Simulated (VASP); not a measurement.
Input of a VASP 6.6.1 run:

The input INCAR:

```
ALGO = Normal
EDIFF = 1E-6
EDIFFG = -0.01
ENCUT = 600
GGA = CA
IBRION = 2
ISIF = 3
ISMEAR = 1
LASPH = True
LCHARG = False
LREAL = False
LWAVE = False
NELM = 80
NSW = 90
PREC = Accurate
SIGMA = 0.1
```

The input KPOINTS:

```
k-points
0
Gamma
  15 15 9
```

The input POSCAR:

```
Ru
1.0
    2.7058000000      0.0000000000      0.0000000000
   -1.3529000000      2.3432915376      0.0000000000
    0.0000000000      0.0000000000      4.2819000000
Ru
2
Direct
    0.3333333333      0.6666666667      0.2500000000
    0.6666666667      0.3333333333      0.7500000000
```

Potentials or basis: VASP PAW LDA potentials, release 64 (Ru_pv).

Command:

```sh
$ cat potpaw_LDA.64/Ru_pv/POTCAR > POTCAR
$ mpirun -np 1 vasp_std > vasp.out
```

Question: What does it give for the space group after relaxing (to 0.05 Å)?

Answer: P6_3/mmc (No. 194).

Question: Predict the relaxed volume.

Answer: 13.12 Å³/atom.

Final structure:
```
Ru
1.0
     2.67522    0.00000    0.00000
    -1.33761    2.31681    0.00000
     0.00000    0.00000    4.23420
Ru
2
Direct
  0.33333 0.66667 0.25000
  0.66667 0.33333 0.75000
```

LDA usually gives volumes a few per cent too small. Zero-point motion and thermal expansion aren't in these numbers.
